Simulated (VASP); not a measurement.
Output of a VASP run:

### OSZICAR
```
       N       E                     dE             d eps       ncg     rms          rms(c)
DAV:   1     0.867274890862E+02    0.86727E+02   -0.89177E+03   910   0.156E+03
DAV:   2    -0.676760679928E+00   -0.87404E+02   -0.84115E+02   970   0.270E+02
DAV:   3    -0.631607918373E+01   -0.56393E+01   -0.56104E+01  1110   0.689E+01
DAV:   4    -0.637128759886E+01   -0.55208E-01   -0.55197E-01   975   0.742E+00
DAV:   5    -0.637159795759E+01   -0.31036E-03   -0.31035E-03  1110   0.523E-01    0.462E+00
DAV:   6    -0.609397970914E+01    0.27762E+00   -0.71673E-01  1284   0.288E+01    0.351E+00
DAV:   7    -0.607771353555E+01    0.16266E-01   -0.18514E-01   990   0.436E+00    0.149E+00
DAV:   8    -0.607753163458E+01    0.18190E-03   -0.39160E-03  1086   0.634E-01    0.449E-01
DAV:   9    -0.607770677175E+01   -0.17514E-03   -0.95960E-04  1030   0.285E-01    0.693E-02
DAV:  10    -0.607778222234E+01   -0.75451E-04   -0.11868E-04  1023   0.112E-01    0.160E-02
DAV:  11    -0.607779489200E+01   -0.12670E-04   -0.23831E-05  1028   0.550E-02    0.503E-03
DAV:  12    -0.607779602992E+01   -0.11379E-05   -0.33502E-06  1045   0.192E-02    0.384E-03
DAV:  13    -0.607779603684E+01   -0.69181E-08   -0.57585E-07   965   0.839E-03
   1 F= -.60777960E+01 E0= -.60777960E+01  d E =0.000000E+00
```

**OUTCAR**
```
------------------------ aborting loop because EDIFF is reached ----------------------------------------
  FORCE on cell =-STRESS in cart. coord.  units (eV):
  Direction    XX          YY          ZZ          XY          YZ          ZX
  --------------------------------------------------------------------------------------
  Total        0.0035114      0.0035114      0.0035114      0.0000000      0.0000000     -0.0000000
  in kB        0.1192356      0.1192356      0.1192356      0.0000000      0.0000000     -0.0000000
  external PRESSURE =       0.1192356 kB  Pullay stress =       0.0000000 kB
  volume of cell :       47.18
      direct lattice vectors                 reciprocal lattice vectors
     0.000000000  2.868025875  2.868025875    -0.174335945  0.174335945  0.174335945
     2.868025875  0.000000000  2.868025875     0.174335945 -0.174335945  0.174335945
     2.868025875  2.868025875  0.000000000     0.174335945  0.174335945 -0.174335945
  FREE ENERGIE OF THE ION-ELECTRON SYSTEM (eV)
  ---------------------------------------------------
  free  energy   TOTEN  =        -6.0777960368 eV

  energy  without entropy=       -6.0777960368  energy(sigma->0) =       -6.07779604

 total charge

# of ion       s       p       d       tot
------------------------------------------
    1        0.528   0.421   9.785  10.734
    2        1.440   2.408   0.027   3.875
--------------------------------------------------
tot          1.969   2.828   9.812  14.609
```
(Selected blocks of OUTCAR.)

**POSCAR**
```
ZnSe
1
    0.0000000000     2.8680258746     2.8680258746
    2.8680258746     0.0000000000     2.8680258746
    2.8680258746     2.8680258746     0.0000000000
Zn Se
1 1
Direct
  0.0000000000   1.0000000000   1.0000000000
  0.2500000000   0.2500000000   0.2500000000
```

**Question.** Reconstruct the remaining input files.

**Answer.** This is not unique; one that fits is the input of the run itself, PW91 GGA, plane waves, VASP's PBE PAW potentials (set 64).

File KPOINTS:
```
Automatic mesh
0
Gamma
9 9 9
0 0 0
```

### INCAR
```
SYSTEM  =  ZnSe
PREC  =  Accurate; ENCUT  =  520; LREAL  =  .False.
LASPH  =  .True.
EDIFF  =  1E-7; NELM  =  100; ALGO  =  Normal
LMAXMIX  =  4
ISMEAR  =  -5
GGA  =  91
ISIF  =  2
LWAVE  =  .False.; LCHARG  =  .True.; LORBIT  =  11
NEDOS  =  601
```

POTCAR, in this order: Zn Se (PBE.64 set). Program: vasp_std.

The compound is ZnSe in the zinc blende structure. It was relaxed first.
